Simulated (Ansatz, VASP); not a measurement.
# Cross-check of W2SeS3 between VASP and Ansatz, part 2 of 2

Wanted: the spread between two codes on one cell, functional and k mesh. The cell is generated by rule, not measured, and may not be a known phase. The two relaxations start from unlike cells of this crystal (the structure described is Ansatz's start), so only their ends are compared.

VASP 6.6.1 and Ansatz 0.2.0.

So far: The structure; VASP: relaxation of cell and atoms, PBEsol with D3(BJ).

The structure was built from a prototype and need not be the compound's stable phase.

**3. Ansatz: relaxation of cell and atoms, PBEsol with D3(BJ)**

Level of this step: Ansatz beside VASP: Kohn-Sham DFT, plane waves, PBEsol with D3(BJ) (Ansatz).

Ansatz runs on its PAW soft_1 files.

Its own start cell and the same functional, mesh and smearing now go to Ansatz, which takes its cutoff from its data sets.

Input file input.yaml:

```yaml
crystal:
  lattice:
    - [3.21875, 0.0, 0.0]
    - [-1.609375, 2.7875192684, 0.0]
    - [0.0, 0.0, 12.5300000031]
  atoms:
    - { symbol: W, position: [0.3333333333, 0.6666666667, 0.2490023944] }
    - { symbol: S, position: [0.6666666667, 0.3333333333, 0.3743016761] }
    - { symbol: S, position: [0.6666666667, 0.3333333333, 0.1237031125] }
    - { symbol: W, position: [0.0, 0.0, 0.7470071826] }
    - { symbol: S, position: [0.3333333333, 0.6666666667, 0.8762968875] }
    - { symbol: Se, position: [0.3333333333, 0.6666666667, 0.6177174779] }
kpoints:
  mp_grid: { grid: [9, 9, 2] }
hamiltonian:
  xc: pbesol
  dispersion: d3bj
  pseudopotentials: { kind: paw, azcp: { folder: soft_1 }, xc_functional: pbe }
scf:
  occupations: { method: fermi_dirac, width: 0.02 }
relax:
  f_tol: 0.01
  max_steps: 100
  cell: {}
```

The run is started by

```sh
$ ansatz run input.yaml --threads 2 --pin off --max-ram 92160MiB --backend cuda --events-out ev --progress --plain --runs-dir out --devices 1 --max-vram 13GiB
```

Numbers of over 12 decimals in the logs are rounded to 6 here.

The log of the run:

```text
GPUs: using 1 of 1 available (devices: 1).
Engine: ansatz 0.2.0, x86_64-unknown-linux-gnu
Pseudopotentials: kind: paw
Pseudopotential: W, paw, valence charge 14, recommended cutoff 420 eV (normal), soft_1/W.paw.azcp
Pseudopotential: S, paw, valence charge 6, recommended cutoff 420 eV (normal), soft_1/S.paw.azcp
Pseudopotential: Se, paw, valence charge 16, recommended cutoff 420 eV (normal), soft_1/Se.paw.azcp
Functional definition: PBEsol
  exchange = pbesol_x
  correlation = pbesol_c
device memory: the entry about to start is reckoned to put 1.5 GiB on a device that reports 37.6 GiB free (of which the cap on the GPU budget leaves the run 13.0 GiB)
GPU FFT provider: cuFFT
GPU libraries: cuBLAS 13.8.2, cuFFT 12.4.0, cuSOLVER 12.3.4
Crystal: 6 atoms, lattice volume = 112.423 Å³
Basis set: ecut = 420 eV, 2237 PW (Γ), exchange–correlation on 48×48×180 points (8 copies of the dense FFT grid, shifted against one another)
Bands: 38, of which v1, the nominal top of the filled ones, is band 31 counted from 1 (30 counted from 0)
Symmetry: 6 space group operations
Space group: P3m1 (ITA 156), of the structure as read, at distance tolerance 4.8e-5 Å
k-points: 24 of 162 (time reversal used)
Non-local potential: W, projectors of the file, l = 0: 3, l = 1: 2, l = 2: 2, l = 3: 1
Non-local potential: S, projectors of the file, l = 0: 2, l = 1: 2, l = 2: 1
Non-local potential: Se, projectors of the file, l = 0: 2, l = 1: 2, l = 2: 3, l = 3: 1
PAW form: soft (Blöchl's): semilocal exchange-correlation on the pseudo side does not see the compensation charge
PAW frozen core: W, regenerated for the run's functional, and the local potential with it (the file was generated under x = pbe(κ = 0.804, μ = 0.219515), c = pbe(β = 0.066725))
PAW frozen core: S, regenerated for the run's functional, and the local potential with it (the file was generated under x = pbe(κ = 0.804, μ = 0.219515), c = pbe(β = 0.066725))
PAW frozen core: Se, regenerated for the run's functional, and the local potential with it (the file was generated under x = pbe(κ = 0.804, μ = 0.219515), c = pbe(β = 0.066725))
PAW one-centre angular grid: W, 590 points (default); XC on 64 Gauss nodes
PAW one-centre angular grid: S, 110 points (default); XC on 64 Gauss nodes
PAW one-centre angular grid: Se, 590 points (default); XC on 64 Gauss nodes
Initial density: superposition of atomic densities (chi_scale 0.1, normalization cell), built separately for each of the 2 bonded fragments (scf.initial_density.interfragment_charge_transfer: auto; true builds it for the cell as a whole; a typed value also counts as a typed key of the start: scf.initial_density.chi_scale says what that changes, if anything)
Initial wavefunctions: pseudopotential atomic-orbital guess
GPU buffer pool allocated for 51840 grid points (all kernels)
GPU transforms: local potential and band sums: pruned to the plane-wave sphere, on 24×24×90
Functional: x = pbesol(κ = 0.804, μ = 0.123457), c = pbesol(β = 0.046)
SCF iter   1: F=—  HF=-28602.078943 eV  |F-HF|=—  |Δ(HF+E_count)|=         —  Δρ=3.86e-2  dr2=3.63e0  ethr=3.10e-3  ⟨swp⟩=9.3  Hψ=4454  notcnv=0
preconditioner: auto → Resta (q_TF=auto, 2.471 Å⁻¹)  ε∞=7.1  [insulator: Δε(μ)=0.688 eV  Ē_g=8.477 eV  σ=0.020 eV  W_gap=1.00  n_scr=38 (ndim 8)  ℏωp=21.0 eV  f_vac=0.008  D(μ)=0.00/eV (n_scr^D=0)  ε∞_Penn≈7.1]
SCF iter   2: F=—  HF=-28601.429289 eV  |F-HF|=—  |Δ(HF+E_count)|=   6.50e-1  Δρ=2.20e-2  dr2=1.09e0  ethr=3.10e-3  ⟨swp⟩=2.2  Hψ=1277  notcnv=0  defer=24
SCF iter   3: F=—  HF=-28601.161242 eV  |F-HF|=—  |Δ(HF+E_count)|=   2.68e-1  Δρ=4.19e-3  dr2=2.35e-2  ethr=1.76e-3  ⟨swp⟩=3.0  Hψ=1457  notcnv=0  defer=24
SCF iter   4: F=—  HF=-28601.161256 eV  |F-HF|=—  |Δ(HF+E_count)|=   1.41e-5  Δρ=1.24e-3  dr2=6.31e-3  ethr=3.78e-5  ⟨swp⟩=3.0  Hψ=2047  notcnv=0  defer=24
SCF iter   5: F=—  HF=-28601.160303 eV  |F-HF|=—  |Δ(HF+E_count)|=   9.53e-4  Δρ=5.41e-4  dr2=8.68e-4  ethr=1.02e-5  ⟨swp⟩=2.0  Hψ=1722  notcnv=0  defer=24
SCF iter   6: F=—  HF=-28601.160536 eV  |F-HF|=—  |Δ(HF+E_count)|=   2.32e-4  Δρ=2.40e-4  dr2=9.35e-5  ethr=1.40e-6  ⟨swp⟩=2.0  Hψ=1584  notcnv=0  defer=24
SCF iter   7: F=—  HF=-28601.160624 eV  |F-HF|=—  |Δ(HF+E_count)|=   8.89e-5  Δρ=7.05e-5  dr2=8.72e-6  ethr=1.51e-7  ⟨swp⟩=2.0  Hψ=1584  notcnv=0  defer=24
SCF iter   8: F=—  HF=-28601.160631 eV  |F-HF|=—  |Δ(HF+E_count)|=   6.15e-6  Δρ=1.67e-5  dr2=4.76e-7  ethr=1.41e-8  ⟨swp⟩=2.1  Hψ=1303  notcnv=0  defer=24
SCF iter   9: F=-28601.160631 eV  HF=-28601.160631 eV  |F-HF|=3.60e-8  |Δ(HF+E_count)|=   1.19e-7  Δρ=5.17e-6  dr2=6.71e-8  ethr=1.61e-10  ⟨swp⟩=5.2  Hψ=3304  notcnv=0
SCF 1 converged in 9 iterations: F = -28601.160631 eV  dr2 = 6.71e-8
  greatest PAW one-centre occupation: 1.000 electrons in one spin orbital (limit 2), on the Se atom at site 5 (counted from 0), in its partial waves of l = 2
[...]
GPU FFT provider: cuFFT
GPU libraries: cuBLAS 13.8.2, cuFFT 12.4.0, cuSOLVER 12.3.4
Crystal: 6 atoms, lattice volume = 102.081 Å³
GPU buffer pool allocated for 51840 grid points (all kernels)
GPU transforms: local potential and band sums: pruned to the plane-wave sphere, on 24×24×90
iter 1 solved again at ethr=8.92e-8 eV; its pass at ethr=3.10e-3 eV (dr2=5.53e-5 eV) is discarded
[...]
device memory: the entry about to start is reckoned to put 1.4 GiB on a device that reports 37.7 GiB free (of which the cap on the GPU budget leaves the run 13.0 GiB)
GPU FFT provider: cuFFT
GPU libraries: cuBLAS 13.8.2, cuFFT 12.4.0, cuSOLVER 12.3.4
Basis set: ecut = 420 eV, 1971 PW (Γ), exchange–correlation on 48×48×160 points (8 copies of the dense FFT grid, shifted against one another)
Initial wavefunctions: pseudopotential atomic-orbital guess (no wavefunctions were taken with the density)
GPU buffer pool allocated for 46080 grid points (all kernels)
GPU transforms: local potential and band sums: pruned to the plane-wave sphere, on 24×24×80
iter 1 solved again at ethr=1.55e-6 eV; its pass at ethr=3.10e-3 eV (dr2=9.61e-4 eV) is discarded
SCF iter   1: F=—  HF=-28601.473831 eV  |F-HF|=—  |Δ(HF+E_count)|=         —  Δρ=1.46e-4  dr2=2.96e-6  ethr=1.55e-6  ⟨swp⟩=3.8  Hψ=7060  notcnv=0
eigensolver tolerance schedule: the retry pair's looser diagonalisation over-reported the residual by 323.80 of it (diagonalisation noise at 0.19 of the residual, at the tolerance the schedule requests for it); recorded, not acted on — ethr = c·dr2/N_el stays at c = 1.0e-1
preconditioner: auto → Resta (q_TF=auto, 2.511 Å⁻¹)  ε∞=7.4  [insulator: Δε(μ)=0.731 eV  Ē_g=8.718 eV  σ=0.020 eV  W_gap=1.00  n_scr=26 (ndim 8)  ℏωp=22.1 eV  f_vac=0.006  D(μ)=0.00/eV (n_scr^D=0)  ε∞_Penn≈7.4]
SCF iter   2: F=—  HF=-28601.474165 eV  |F-HF|=—  |Δ(HF+E_count)|=   3.33e-4  Δρ=7.78e-5  dr2=8.46e-7  ethr=4.77e-9  ⟨swp⟩=2.9  Hψ=1829  notcnv=0
SCF iter   3: F=—  HF=-28601.474165 eV  |F-HF|=—  |Δ(HF+E_count)|=   8.90e-7  Δρ=8.83e-6  dr2=1.56e-8  ethr=1.36e-9  ⟨swp⟩=2.4  Hψ=1684  notcnv=0
SCF iter   4: F=—  HF=-28601.474165 eV  |F-HF|=—  |Δ(HF+E_count)|=   3.12e-9  Δρ=1.54e-6  dr2=1.56e-9  ethr=2.51e-11  ⟨swp⟩=2.0  Hψ=1608  notcnv=0
SCF iter   5: F=—  HF=-28601.474165 eV  |F-HF|=—  |Δ(HF+E_count)|=  2.91e-11  Δρ=5.06e-7  dr2=1.58e-10  ethr=2.52e-12  ⟨swp⟩=2.0  Hψ=1608  notcnv=0
SCF iter   6: F=-28601.474165 eV  HF=-28601.474165 eV  |F-HF|=3.64e-12  |Δ(HF+E_count)|=  7.28e-12  Δρ=1.02e-7  dr2=9.44e-12  ethr=1.00e-12  ⟨swp⟩=6.0  Hψ=3928  notcnv=0
SCF 7 converged in 6 iterations: F = -28601.474165 eV  dr2 = 9.44e-12
relax step   7: F+E_penalty+E_count = -28601.47416546 eV  Δ(F+E_penalty+E_count) = +2.680e-3 eV  max|allowed force component| = 8.091e-4 eV/Å  Δτ_max = 0.0000 Å  P = -0.012 GPa  Ω = 102.081 Å³  stress off target by 1.51e-2 GPa  SCF on the basis re-selected at this cell (its energy is not comparable with the rows above)  (6 SCF iters)
basis re-selected at this cell: Δ(F+E_penalty+E_count) = +2.680e-3 eV, ΔP = -0.010 GPa vs the last step (what re-selecting the basis moved, of the pressure what is left beyond the Pulay correction that the steps carried, after the strain that the cell walked since its last selection, with what the two solves' SCF thresholds leave and, on support functions, any second-order correction that the steps lacked; it is no measure of the basis error at this ecutwfc). The dense FFT grid was sized anew with the basis: this SCF ran on 24×24×80 points, the steps before it on 24×24×90, so part of this shift can come from that change (see relax.cell in the input reference). [rest of the remark cut]
SCF converged after 6 iterations
Free energy (F): -28601.474165 eV
Harris-Foulkes:  -28601.474165 eV  (|F-HF|=3.64e-12)
Internal energy: -28601.474165 eV  (E = F + TS)
E sigma→0 (E₀):  -28601.474165 eV
Fermi energy:    13.758778 eV
--- Per-component energies (eV) ---
  E_band       = -643.041543
  E_kinetic    = 1279.847919
  E_local      = -6199.768153  (includes V_loc(G=0)·N_el)
  E_nonlocal   = -293.558865
  E_hartree    = 2961.379018
  E_xc         = -884.490017
  E_vxc        = -805.787490  (∫ρ·V_xc dr)
  E_paw        = -20765.472825  (= ΣΔE_a)
  E_vpaw       = -546.532907  (= ΣTr[D̂ρ^β])
  E_aug_tail   = -0.000052  (compensation charges beyond the density's cutoff)
  E_ewald      = -4698.456616
  E_disp       = -2.592590  (pairwise vdW)
  E_core_change = 1.638015  (= ΣΔE_core)
  E_smearing   = -0.000000  (= −TS)
  E_closure    = 0.000000  (closes the sum)
  Σ components = -28601.474165   (vs F -28601.474165, Δ=0.00e0)
--- Forces (eV/Å), atoms counted from 1 ---
  atom   1  W      0.00000000     0.00000000    -0.00024167
  atom   2  S     -0.00000000    -0.00000000     0.00080898
  atom   3  S      0.00000000    -0.00000000    -0.00030111
  atom   4  W      0.00000000     0.00000000    -0.00055526
  atom   5  S      0.00000000    -0.00000000     0.00056516
  atom   6  Se     0.00000000    -0.00000000    -0.00027681
  max |Σ_I F_I| component: 7.00e-7 eV/Å
--- Stress (GPa, compression-positive) ---
       -0.010764       0.000000      -0.000000
        0.000000      -0.010764      -0.000000
       -0.000000      -0.000000      -0.015130
  P = ⅓ Tr σ = -0.0122 GPa (-0.122 kbar)
--- Band table (eV; the first three rows and the last of 24) ---
  k-point 0: bands = [... 27 lower, 11.6776, 11.6884, 12.2115, 13.4187, 15.3058, 15.3058, 15.4649, 15.4649, ... 3 higher]
  k-point 1: bands = [... 27 lower, 11.6760, 11.6760, 12.8855, 13.2776, 15.3140, 15.3140, 15.4423, 15.4423, ... 3 higher]
  k-point 2: bands = [... 27 lower, 11.4060, 11.7507, 12.2716, 12.9358, 15.1475, 15.2560, 15.2590, 15.6742, ... 3 higher]
  k-point 23: bands = [... 27 lower, 9.9356, 10.1979, 12.3610, 12.8309, 14.2748, 14.8443, 15.3754, 15.3974, ... 3 higher]
--- Relaxed structure (6 steps of the walk, 6 accepted, 1 SCFs on fresh bases) ---
  F+E_penalty+E_count = -28601.47416546 eV   max|allowed force component| = 8.091e-4 eV/Å   (the final SCF, on the basis selected at the relaxed cell)
  cell:  # Å, volume = 102.0806 Å³
    - [3.148504, 0.0, 0.0]
    - [-1.574252, 2.726684, 0]
    - [0.0, 0, 11.890613]
  atoms:
    - { symbol: W, position: [0.333333, 0.666667, 0.244266] }
    - { symbol: S, position: [0.666667, 0.333333, 0.375323] }
    - { symbol: S, position: [0.666667, 0.333333, 0.113044] }
    - { symbol: W, position: [-1.8503717076816675e-17, -3.3923481307901133e-17, 0.756721] }
    - { symbol: S, position: [0.333333, 0.666667, 0.886735] }
    - { symbol: Se, position: [0.333333, 0.666667, 0.611940] }
```

**4. Comparison**

Known differences besides the potentials themselves: the data sets hold 62 valence electrons in Ansatz (on its PAW soft_1 files) and 36 in VASP; the cutoff is 420 eV in Ansatz and 600 eV in VASP; Ansatz makes its cores anew for this functional, VASP keeps those of its PBE data sets; Ansatz adds a Pulay correction to the stress that steers its cell, VASP none. Total energies have different zeros and are not compared.

The two programs side by side:

```tsv
quantity	Ansatz	VASP	difference
volume (Å³)	102.08	101.92	+0.16 %
edge a after relaxation, in the typed setting (Å)	3.148	3.146	+0.10 %
edge c after relaxation, in the typed setting (Å)	11.891	11.894	-0.03 %
```

**5. What came out**

```yaml
difference_in_volume_relaxation_of_cell_and_atoms_pbesol_with_d3_bj: 0.16 %
```

**Reading.** The difference in volume is 0.16 % (relaxation of cell and atoms, PBEsol with D3(BJ)), within the 1.2 % picked in this series as the mark of a large difference, as far as the stopping tolerances let one tell. The data sets hold unlike numbers of valence electrons (62 in Ansatz and 36 in VASP), so part of the differences comes from the potentials. 1 further run of this series is not shown here. How closely two codes agree says nothing of how well the functional describes the real material.

[Lines on the potential files, build, host, timing and source positions are cut from VASP's logs without a mark.]

[Logs are printed without paths, hosts, clocks, repeated set-up lines and the standing remarks that a program may print on its own settings, such as how far it seeks lower states.]

[Hosts, paths, dates, database ids (printed as entryN), source tags and the programs' standing remarks are cut or masked in the printed files.]
